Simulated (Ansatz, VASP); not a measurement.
# Cross-check of B2O3 (glassy B2O3) between VASP and Ansatz

Wanted: the spread between two codes on one cell, functional and k mesh. The cell is taken from a series of runs on this material, whose earlier steps may have relaxed, scaled, displaced or heated it; both programs get it as it stands.

Program: Ansatz 0.2.0. Level of theory: plane waves, with VASP 6.6.1 beside it; single point at r2SCAN. Results are calculated unless marked as measured.

### Step 1. Starting point

The cell holds 90 atoms: 36 B and 54 O. Its edges and angles: a = 9.673 Å, b = 10.556 Å, c = 10.226 Å, α = 80.8°, β = 92.3°, γ = 83.0°. As first built, before any earlier steps moved the atoms (in the runner's words): 90 atoms (36 B, 54 O) placed at random at 1.93 g/cm^3, melted at 3000 K for 20 ps at fixed volume with the Buckingham and Coulomb pair potential of Guillot and Sator (Geochim. Cosmochim. Acta 71, 1249 (2007)) with the boron terms of Wang et al. (J. Non-Cryst. Solids 498, 294 (2018)). Quenched from 3000 K to 300 K at 50 K/ps and fixed volume, held 10 ps at zero pressure, then minimised at fixed cell.

### Step 2. Ansatz: single point, r2SCAN

Ansatz runs on its default PAW (the set named soft_2) files.

A single point gives forces, pressure and levels at one fixed geometry, so differences don't come from the geometry; what else differs is listed under the comparison.

File input.yaml:

```yaml
crystal:
  lattice:
    - [9.64942, 0.63007, -0.23033]
    - [0.63007, 10.50374, 0.8422]
    - [-0.23033, 0.8422, 10.18909]
  atoms:
    - { symbol: B, position: [0.23119, 0.84213, 0.64838] }
    - { symbol: B, position: [0.31297, 0.24618, 0.42672] }
    - { symbol: B, position: [0.75261, 0.93177, 0.04528] }
    - { symbol: B, position: [0.06837, 0.37544, 0.8331] }
    - { symbol: B, position: [0.91501, 0.70721, 0.43723] }
    - { symbol: B, position: [0.01689, 0.17859, 0.72782] }
    - { symbol: B, position: [0.67108, 0.69982, 0.32742] }
    - { symbol: B, position: [0.99501, 0.54818, 0.19332] }
    - { symbol: B, position: [0.58847, 0.92085, 0.23113] }
    - { symbol: B, position: [0.32471, 0.04531, 0.89917] }
    - { symbol: B, position: [0.51409, 0.11106, 0.34721] }
    - { symbol: B, position: [0.2108, 0.99936, 0.11123] }
    - { symbol: B, position: [0.35349, 0.52879, 0.17669] }
    - { symbol: B, position: [0.15013, 0.77466, 0.43578] }
    - { symbol: B, position: [0.41985, 0.44778, 0.76576] }
    - { symbol: B, position: [0.49189, 0.82311, 0.61108] }
    - { symbol: B, position: [0.69339, 0.10968, 0.85641] }
    - { symbol: B, position: [0.68362, 0.22603, 0.46832] }
    - { symbol: B, position: [0.66884, 0.68496, 0.91987] }
    - { symbol: B, position: [0.15862, 0.82102, 0.87259] }
    - { symbol: B, position: [0.57088, 0.26034, 0.6695] }
    - { symbol: B, position: [0.45498, 0.6068, 0.56201] }
    - { symbol: B, position: [0.02916, 0.52225, 0.61195] }
    - { symbol: B, position: [0.52092, 0.5301, 0.35409] }
    - { symbol: B, position: [0.2633, 0.4302, 0.97453] }
    - { symbol: B, position: [0.25955, 0.1695, 0.66272] }
    - { symbol: B, position: [0.12695, 0.44068, 0.41325] }
    - { symbol: B, position: [0.91071, 0.13847, 0.42911] }
    - { symbol: B, position: [0.90586, 0.00453, 0.64501] }
    - { symbol: B, position: [0.9734, 0.77162, 0.0424] }
    - { symbol: B, position: [0.41116, 0.80476, 0.91976] }
    - { symbol: B, position: [0.81379, 0.47779, 0.06041] }
    - { symbol: B, position: [0.72813, 0.84025, 0.71777] }
    - { symbol: B, position: [0.81054, 0.24599, 0.00399] }
    - { symbol: B, position: [0.99445, 0.12345, 0.19035] }
    - { symbol: B, position: [0.27853, 0.76774, 0.22921] }
    - { symbol: O, position: [0.95045, 0.1618, 0.30392] }
    - { symbol: O, position: [0.66488, 0.97696, 0.13486] }
    - { symbol: O, position: [0.24017, 0.07633, 0.99705] }
    - { symbol: O, position: [0.14529, 0.37461, 0.94817] }
    - { symbol: O, position: [0.82229, 0.23562, 0.47288] }
    - { symbol: O, position: [0.78834, 0.37624, 0.00236] }
    - { symbol: O, position: [0.14723, 0.88397, 0.74365] }
    - { symbol: O, position: [0.78843, 0.74243, 0.37094] }
    - { symbol: O, position: [0.94781, 0.02566, 0.51568] }
    - { symbol: O, position: [0.59654, 0.29769, 0.53915] }
    - { symbol: O, position: [0.53024, 0.71997, 0.93119] }
    - { symbol: O, position: [0.92297, 0.09141, 0.7312] }
    - { symbol: O, position: [0.34057, 0.19883, 0.5594] }
    - { symbol: O, position: [0.28653, 0.75439, 0.91818] }
    - { symbol: O, position: [0.73787, 0.59513, 0.0192] }
    - { symbol: O, position: [0.60336, 0.87898, 0.64643] }
    - { symbol: O, position: [0.41198, 0.56553, 0.68506] }
    - { symbol: O, position: [0.12252, 0.45121, 0.54487] }
    - { symbol: O, position: [0.8407, 0.89996, 0.68348] }
    - { symbol: O, position: [0.47297, 0.47338, 0.25188] }
    - { symbol: O, position: [0.28482, 0.463, 0.09627] }
    - { symbol: O, position: [0.03702, 0.48965, 0.74674] }
    - { symbol: O, position: [0.51081, 0.72059, 0.54398] }
    - { symbol: O, position: [0.21049, 0.34306, 0.37326] }
    - { symbol: O, position: [0.27731, 0.87602, 0.13643] }
    - { symbol: O, position: [0.44057, 0.539, 0.46036] }
    - { symbol: O, position: [0.74521, 0.73605, 0.81975] }
    - { symbol: O, position: [0.171, 0.77084, 0.56933] }
    - { symbol: O, position: [0.51006, 0.99586, 0.30417] }
    - { symbol: O, position: [0.6299, 0.13905, 0.73132] }
    - { symbol: O, position: [0.11739, 0.04339, 0.19475] }
    - { symbol: O, position: [0.25908, 0.77973, 0.35844] }
    - { symbol: O, position: [0.3015, 0.65164, 0.19004] }
    - { symbol: O, position: [0.39221, 0.19164, 0.33928] }
    - { symbol: O, position: [0.41673, 0.93432, 0.91114] }
    - { symbol: O, position: [0.72738, 0.98312, 0.91414] }
    - { symbol: O, position: [0.0531, 0.5327, 0.3199] }
    - { symbol: O, position: [0.49188, 0.33816, 0.73854] }
    - { symbol: O, position: [0.85631, 0.83311, 0.0879] }
    - { symbol: O, position: [0.02121, 0.64913, 0.10099] }
    - { symbol: O, position: [0.00931, 0.2673, 0.8115] }
    - { symbol: O, position: [0.11939, 0.17399, 0.63886] }
    - { symbol: O, position: [0.63889, 0.14103, 0.39232] }
    - { symbol: O, position: [0.32158, 0.13394, 0.78658] }
    - { symbol: O, position: [0.57493, 0.79037, 0.25048] }
    - { symbol: O, position: [0.64868, 0.57352, 0.3515] }
    - { symbol: O, position: [0.93102, 0.61937, 0.55236] }
    - { symbol: O, position: [0.91262, 0.15801, 0.0752] }
    - { symbol: O, position: [0.01937, 0.77143, 0.38437] }
    - { symbol: O, position: [0.04398, 0.83421, 0.94424] }
    - { symbol: O, position: [0.35902, 0.44655, 0.88271] }
    - { symbol: O, position: [0.71805, 0.20908, 0.91895] }
    - { symbol: O, position: [0.36245, 0.87632, 0.64153] }
    - { symbol: O, position: [0.91216, 0.46078, 0.16385] }
kpoints:
  mp_grid: { grid: [1, 1, 1] }
hamiltonian:
  xc: r2scan
scf:
  occupations: { method: gaussian, width: 0.025 }
output:
  forces: true
  stress: true
  populations: true
  dos:
    method: { smearing: { sigma: 0.08 } }
    de: 0.1
    projected: { site_lists: { B: [B], O: [O] } }
  eigenvalues: true
  write_density: true
  write_potential: true
  volumetric_format: npy
```

The run is started by

```console
$ ansatz run input.yaml --threads 4 --pin off --max-ram 8192MiB --backend cpu --events-out ev --progress --plain --runs-dir out
```

Numbers of over 12 decimals in the logs are rounded to 6 here.

Log:

```text
Engine: ansatz 0.2.0, x86_64-unknown-linux-gnu
Pseudopotentials: kind: paw
Pseudopotential: B, paw, valence charge 3, recommended cutoff 500 eV (meta_gga), B.paw.azcp
Pseudopotential: O, paw, valence charge 6, recommended cutoff 500 eV (meta_gga), O.paw.azcp
Functional definition: r2SCAN
  parameter k0 = 0.174
  parameter k1 = 0.065
  parameter a1 = 4.9479
  exchange = r2scan_x(k0 = k0, k1 = k1, a1 = a1)
  correlation = r2scan_c
Crystal: 90 atoms, lattice volume = 1021.024 Å³
Basis set: ecut = 500 eV, 25959 PW (Γ), exchange–correlation on 288×320×300 points (64 copies of the dense FFT grid, shifted against one another)
Bands: 306, of which v1, the nominal top of the filled ones, is band 216 counted from 1 (215 counted from 0)
Symmetry: 1 space group operations
Space group: P1 (ITA 1), of the structure as read, at distance tolerance 1.0e-4 Å
k-points: 1
Non-local potential: B, projectors of the file, l = 0: 2, l = 1: 2, l = 2: 1
Non-local potential: O, projectors of the file, l = 0: 2, l = 1: 2, l = 2: 1
PAW form: soft (Blöchl's): semilocal exchange-correlation on the pseudo side does not see the compensation charge
PAW frozen core: B, regenerated for the run's functional (the file was generated under x = pbe(κ = 0.804, μ = 0.219515), c = pbe(β = 0.066725))
PAW frozen core: O, regenerated for the run's functional (the file was generated under x = pbe(κ = 0.804, μ = 0.219515), c = pbe(β = 0.066725))
PAW one-centre angular grid: B, 302 points (default); XC on 160 Gauss nodes
PAW one-centre angular grid: O, 302 points (default); XC on 160 Gauss nodes
Initial density: superposition of atomic densities (neutral atoms: chi_scale 0, normalization atom), corrected by the library's trained network
Initial wavefunctions: pseudopotential atomic-orbital guess
Functional: x = r2scan, c = r2scan; τ floored in thin density (d = 2e-4 eV/Å³)
SCF iter   1: F=—  HF=-36418.663838 eV  |F-HF|=—  |Δ(HF+E_count)|=         —  Δρ=8.70e-3  dr2=6.67e-1  dr2_τ=1.16e1  ethr=1.77e-3  ⟨swp⟩=6.0  Hψ=1336  notcnv=0  defer=63
preconditioner: auto → Resta (q_TF=auto, 2.364 Å⁻¹)  ε∞=2.7  [insulator: Δε(μ)=6.744 eV  Ē_g=18.531 eV  σ=0.025 eV  W_gap=1.00  n_scr=222 (ndim 8)  ℏωp=24.2 eV  f_vac=0.195  D(μ)=0.00/eV (n_scr^D=0)  ε∞_Penn≈2.7]
SCF iter   2: F=—  HF=-36421.754991 eV  |F-HF|=—  |Δ(HF+E_count)|=    3.09e0  Δρ=5.24e-3  dr2=1.71e-1  dr2_τ=1.48e-2  ethr=1.54e-4  ⟨swp⟩=3.0  Hψ=582  notcnv=0  defer=83
SCF iter   3: F=—  HF=-36421.743392 eV  |F-HF|=—  |Δ(HF+E_count)|=   1.16e-2  Δρ=8.66e-4  dr2=5.94e-3  dr2_τ=2.39e-3  ethr=3.95e-5  ⟨swp⟩=2.0  Hψ=378  notcnv=0  defer=83
SCF iter   4: F=—  HF=-36421.744638 eV  |F-HF|=—  |Δ(HF+E_count)|=   1.25e-3  Δρ=2.89e-4  dr2=5.07e-4  dr2_τ=8.95e-5  ethr=1.38e-6  ⟨swp⟩=2.0  Hψ=439  notcnv=0  defer=83
SCF iter   5: F=—  HF=-36421.744769 eV  |F-HF|=—  |Δ(HF+E_count)|=   1.31e-4  Δρ=1.22e-4  dr2=1.21e-4  dr2_τ=1.57e-5  ethr=1.17e-7  ⟨swp⟩=2.0  Hψ=439  notcnv=0  defer=83
SCF iter   6: F=—  HF=-36421.744834 eV  |F-HF|=—  |Δ(HF+E_count)|=   6.48e-5  Δρ=3.33e-5  dr2=1.27e-5  dr2_τ=7.47e-7  ethr=2.79e-8  ⟨swp⟩=2.0  Hψ=388  notcnv=0  defer=83
SCF iter   7: F=—  HF=-36421.744818 eV  |F-HF|=—  |Δ(HF+E_count)|=   1.54e-5  Δρ=1.20e-5  dr2=1.29e-6  dr2_τ=1.25e-7  ethr=2.95e-9  ⟨swp⟩=2.0  Hψ=522  notcnv=0  defer=83
SCF iter   8: F=—  HF=-36421.744819 eV  |F-HF|=—  |Δ(HF+E_count)|=   6.16e-7  Δρ=5.72e-6  dr2=2.74e-7  dr2_τ=2.42e-8  ethr=2.98e-10  ⟨swp⟩=2.0  Hψ=435  notcnv=0  defer=83
SCF iter   9: F=-36421.744819 eV  HF=-36421.744819 eV  |F-HF|=2.64e-8  |Δ(HF+E_count)|=   5.64e-8  Δρ=9.89e-7  dr2=1.17e-8  dr2_τ=1.09e-9  ethr=2.31e-11  ⟨swp⟩=22.0  Hψ=2908  notcnv=0
SCF 1 converged in 9 iterations: F = -36421.744819 eV  dr2 = 1.17e-8
  greatest PAW one-centre occupation: 0.874 electrons in one spin orbital (limit 2), on the O atom at site 89 (counted from 0), in its partial waves of l = 0
[...]
atom  27  B     -0.01468687     0.00808302     0.00847036
  atom  28  B     -0.00186371    -0.00431742     0.00111704
  atom  29  B     -0.00968205     0.00112484     0.01982866
  atom  30  B     -0.00636360    -0.00463101     0.00664730
  atom  31  B      0.00585557     0.01359820    -0.00500036
  atom  32  B      0.00047236    -0.00676563    -0.00085779
  atom  33  B      0.00672637     0.00968164    -0.00484350
  atom  34  B      0.00158202     0.00929348     0.00030504
  atom  35  B     -0.00468466    -0.00185207    -0.00923885
  atom  36  B      0.00389128    -0.01286775    -0.00336034
  atom  37  O      0.00314167     0.00021093    -0.00251780
  atom  38  O      0.00501426    -0.00056125     0.00462381
  atom  39  O     -0.00195282    -0.00194901     0.00372344
  atom  40  O      0.00663787     0.00256344     0.01160122
  atom  41  O      0.00245797     0.00121579    -0.00427861
  atom  42  O      0.00136286     0.00696263     0.00234867
  atom  43  O      0.00297285    -0.00412912     0.01502030
  atom  44  O     -0.01032025     0.00460899    -0.00763762
  atom  45  O     -0.00269843    -0.00060499    -0.01339722
  atom  46  O      0.01950483    -0.00107792    -0.00929390
  atom  47  O     -0.02045193     0.00307952     0.00044035
  atom  48  O      0.00901481    -0.00501414    -0.00628558
  atom  49  O     -0.01275347    -0.00017793    -0.00373413
  atom  50  O     -0.00347754    -0.00545215    -0.00535226
[...]
atom  83  O     -0.00337182    -0.00158089    -0.00927099
  atom  84  O      0.00486637    -0.00641509     0.00480275
  atom  85  O      0.00273232     0.00124020     0.00231731
  atom  86  O      0.00832451     0.00388392    -0.01265054
  atom  87  O     -0.00440520     0.00908366     0.02074886
  atom  88  O      0.00816023    -0.00277882     0.00269267
  atom  89  O     -0.00858482    -0.00216978    -0.00063178
  atom  90  O     -0.00252665    -0.00497537    -0.00675538
  max |Σ_I F_I| component: 1.18e-4 eV/Å
--- Stress (GPa, compression-positive) ---
        0.010023       0.003400       0.007716
        0.003405       0.012824      -0.002993
        0.007716      -0.002975       0.000343
  P = ⅓ Tr σ = 0.0077 GPa (0.077 kbar)
--- Band table (eV) ---
  k-point 0: bands = [... 212 lower, 0.3819, 0.4514, 0.4709, 0.5199, 7.1828, 7.4847, 7.5076, 7.6517, ... 86 higher]
--- Löwdin populations: 90 sites ---
  site symbol       q [e]
     0      B      2.2533
     1      B      2.2551
     2      B      2.2631
     3      B      2.2624
     4      B      2.2573
     5      B      2.2768
     6      B      2.2821
     7      B      2.2520
     8      B      2.2463
     9      B      2.2722
    10      B      2.2399
    11      B      2.2604
    12      B      2.2645
    13      B      2.2769
    14      B      2.2633
    15      B      2.2545
    16      B      2.2676
    17      B      2.2642
    18      B      2.2760
    19      B      2.2756
    20      B      2.2605
    21      B      2.2658
    22      B      2.2619
    23      B      2.2400
[...]
82      O      6.4085
    83      O      6.4197
    84      O      6.4138
    85      O      6.4031
    86      O      6.4016
    87      O      6.4159
    88      O      6.4139
    89      O      6.4153
  spilling = 0.009591 (of n_electrons = 432.000000)
```

(Part 1 of 2 ends here.)

[Lines on the potential files, build, host, timing and source positions are cut from VASP's logs without a mark.]

[Logs are printed without paths, hosts, clocks, repeated set-up lines and the standing remarks that a program may print on its own settings, such as how far it seeks lower states.]

[Hosts, paths, dates, database ids (printed as entryN), source tags and the programs' standing remarks are cut or masked in the printed files.]
